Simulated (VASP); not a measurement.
```
CELL_PARAMETERS angstrom
      1.54558    -2.67701     0.00000
      1.54558     2.67701     0.00000
      0.00000     0.00000     5.07586
ATOMIC_POSITIONS crystal
  Si 0.66667 0.33333 0.49958
  Si 0.33333 0.66667 0.99958
  C  0.66667 0.33333 0.87542
  C  0.33333 0.66667 0.37542
```

These are PBE GGA, VASP's PBE PAW potentials (set 64) (plane waves; VASP) values and carry that method's errors. Numerical set-up: 520 eV cut-off, 10×10×6 Γ-centred mesh, Gaussian smearing of 0.010 eV, potentials Si C.

Task: What does the run give for the energy per atom (σ→0)?

Result: 
The energy per atom (σ→0) is -7528 meV/atom.

Total energies compare only between runs with the same potentials, cut-off and functional.

The compound is SiC in the wurtzite structure, the rare 2H polytype. It was relaxed first.
